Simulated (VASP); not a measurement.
These are PBE GGA, VASP's PBE PAW potentials (set 64) (plane waves; VASP) values and carry that method's errors.

VASP input:

### POSCAR
```
Bi
1
    4.1658200000    -2.2750000000     0.0000000000
    4.1658200000     2.2750000000     0.0000000000
    2.9234170000     0.0000000000     3.7394270000
Bi
2
Direct
  0.2340000000   0.2340000000   0.2340000000
  0.7660000000   0.7660000000   0.7660000000
```

**INCAR**
```
ALGO  =  Normal
EDIFF  =  1E-8
ENCUT  =  300
GGA  =  PE
IBRION  =  8
ISIF  =  2
ISMEAR  =  -1
LASPH  =  .True.
LCHARG  =  .False.
LEPSILON  =  .False.
LMAXMIX  =  4
LREAL  =  .False.
LWAVE  =  .False.
NELM  =  100
NSW  =  1
PREC  =  Accurate
SIGMA  =  0.1
SYSTEM  =  Bi
```

**KPOINTS**
```
Automatic
0
G
 6 6 6
```

POTCAR, in this order: Bi_d (PBE.64 set). Program: vasp_std.

The run wrote:

File OSZICAR:
```
       N       E                     dE             d eps       ncg     rms          rms(c)
DAV:   1     0.252008149734E+03    0.25201E+03   -0.12780E+04  1230   0.133E+03
DAV:   2     0.115107414682E+02   -0.24050E+03   -0.23668E+03  1243   0.387E+02
DAV:   3    -0.723823419565E+01   -0.18749E+02   -0.18450E+02  1420   0.135E+02
DAV:   4    -0.776768940323E+01   -0.52946E+00   -0.52896E+00  1376   0.246E+01
DAV:   5    -0.779080405009E+01   -0.23115E-01   -0.23114E-01  1688   0.427E+00    0.104E+00
DAV:   6    -0.778891515058E+01    0.18889E-02   -0.13931E-02  1417   0.124E+00    0.640E-01
DAV:   7    -0.778853570930E+01    0.37944E-03   -0.10409E-02  1288   0.112E+00    0.888E-02
DAV:   8    -0.778872139912E+01   -0.18569E-03   -0.11821E-03  1337   0.350E-01    0.281E-02
DAV:   9    -0.778875223847E+01   -0.30839E-04   -0.76473E-05  1604   0.809E-02    0.109E-02
DAV:  10    -0.778875111897E+01    0.11195E-05   -0.80084E-06  1394   0.281E-02    0.216E-03
DAV:  11    -0.778875143824E+01   -0.31927E-06   -0.72612E-07  1388   0.582E-03    0.101E-03
DAV:  12    -0.778875153783E+01   -0.99596E-07   -0.12860E-07  1014   0.242E-03    0.263E-04
DAV:  13    -0.778875152672E+01    0.11118E-07   -0.16177E-08  1073   0.103E-03    0.919E-05
DAV:  14    -0.778875154769E+01   -0.20973E-07   -0.17788E-09   662   0.413E-04    0.258E-05
DAV:  15    -0.778875154587E+01    0.18185E-08   -0.67672E-10   638   0.356E-04
   1 F= -.77887515E+01 E0= -.77838195E+01  d E =-.986418E-02
 Linear response reoptimize wavefunctions
DAV:   1    -0.778875154793E+01   -0.20577E-08   -0.22950E-10   656   0.201E-04
DAV:   2    -0.778875154797E+01   -0.42746E-10   -0.96194E-11   629   0.115E-04
 Linear response DOF=           1
 Linear response progress:
  Degree of freedom:   1/  1
       N       E                     dE             d eps       ncg     rms          rms(c)
RMM:   1    -0.326407520223E+00   -0.32641E+00    0.22321E-01  3522   0.933E+00
RMM:   2    -0.334719678889E+00   -0.83122E-02   -0.19133E-02  4334   0.118E+00    0.395E-02
RMM:   3    -0.334637750025E+00    0.81929E-04   -0.11125E-03  4567   0.289E-01    0.221E-02
RMM:   4    -0.334347073403E+00    0.29068E-03   -0.77255E-05  4379   0.915E-02    0.508E-03
RMM:   5    -0.334341572956E+00    0.55004E-05    0.45283E-06  4815   0.310E-02    0.287E-03
RMM:   6    -0.334355318196E+00   -0.13745E-04   -0.20488E-06  4083   0.135E-02    0.632E-04
RMM:   7    -0.334353679151E+00    0.16390E-05   -0.17143E-06  4744   0.568E-03    0.462E-04
RMM:   8    -0.334351372054E+00    0.23071E-05    0.38042E-07  4531   0.179E-03    0.192E-04
RMM:   9    -0.334351020524E+00    0.35153E-06   -0.24669E-07  4655   0.626E-04    0.315E-05
RMM:  10    -0.334350983877E+00    0.36646E-07    0.15658E-09  4906   0.258E-04    0.175E-05
RMM:  11    -0.334350949593E+00    0.34284E-07   -0.54071E-08  4744   0.121E-04    0.421E-06
RMM:  12    -0.334350934633E+00    0.14960E-07   -0.26416E-08  5169   0.611E-05    0.180E-06
RMM:  13    -0.334350918017E+00    0.16617E-07    0.74464E-09  5451   0.303E-05    0.815E-07
RMM:  14    -0.334350905450E+00    0.12566E-07   -0.10537E-08  5977   0.142E-05    0.402E-07
RMM:  15    -0.334350897073E+00    0.83770E-08   -0.88812E-09  5325   0.777E-06    0.151E-07
 Linear response finished
```

### OUTCAR
```
------------------------ aborting loop because EDIFF is reached ----------------------------------------

   1 f  =    3.257342 THz    20.466485 2PiTHz  108.653244 cm-1    13.471279 meV
             X         Y         Z           dx          dy          dz
      2.633683  0.000000  0.875026     0.671039    0.000000    0.222949
      8.621374  0.000000  2.864401    -0.671039   -0.000000   -0.222949

   2 f  =    2.438604 THz    15.322202 2PiTHz   81.343079 cm-1    10.085252 meV
             X         Y         Z           dx          dy          dz
      2.633683  0.000000  0.875026     0.222949    0.000000   -0.671039
      8.621374  0.000000  2.864401    -0.222949   -0.000000    0.671039

   3 f  =    2.438604 THz    15.322200 2PiTHz   81.343067 cm-1    10.085250 meV
             X         Y         Z           dx          dy          dz
      2.633683  0.000000  0.875026    -0.000000    0.707107    0.000000
      8.621374  0.000000  2.864401    -0.000000   -0.707107   -0.000000

   4 f  =    0.000000 THz     0.000000 2PiTHz    0.000001 cm-1     0.000000 meV
             X         Y         Z           dx          dy          dz
      2.633683  0.000000  0.875026    -0.349884    0.605369   -0.105404
      8.621374  0.000000  2.864401    -0.349884    0.605369   -0.105404

   5 f  =    0.000000 THz     0.000000 2PiTHz    0.000000 cm-1     0.000000 meV
             X         Y         Z           dx          dy          dz
      2.633683  0.000000  0.875026     0.362476    0.301277    0.527108
      8.621374  0.000000  2.864401     0.362476    0.301277    0.527108

   6 f/i=    0.000000 THz     0.000000 2PiTHz    0.000001 cm-1     0.000000 meV
             X         Y         Z           dx          dy          dz
      2.633683  0.000000  0.875026     0.496178    0.206787   -0.459398
      8.621374  0.000000  2.864401     0.496178    0.206787   -0.459398

 ELASTIC MODULI CONTR FROM IONIC RELAXATION (kBar)
 Direction    XX          YY          ZZ          XY          YZ          ZX
 --------------------------------------------------------------------------------
 XX        -270.0271     16.3530    -87.9946      0.0000      0.0000    186.6575
 YY          16.3530   -178.0085    -92.9769     -0.0000     -0.0000   -181.7469
 ZZ         -87.9946    -92.9769    -83.2686     -0.0000     -0.0000    -33.8277
 XY           0.0000     -0.0000     -0.0000   -187.5316   -207.5731     -0.0000
 YZ           0.0000     -0.0000     -0.0000   -207.5731   -229.7565     -0.0000
 ZX         186.6575   -181.7469    -33.8277     -0.0000     -0.0000   -293.1396
 --------------------------------------------------------------------------------
```
(Selected blocks of OUTCAR.)

At this cut-off the stress carries a Pulay error, which pulls relaxed volumes low.

The structure is a typed Bi crystal (R-3m). The cell was not relaxed at this level. The run is one of a series of settings (EDIFF = 1E-8, IBRION = 8, LEPSILON = .FALSE., NSW = 1 against the base run), some of them coarse on purpose.
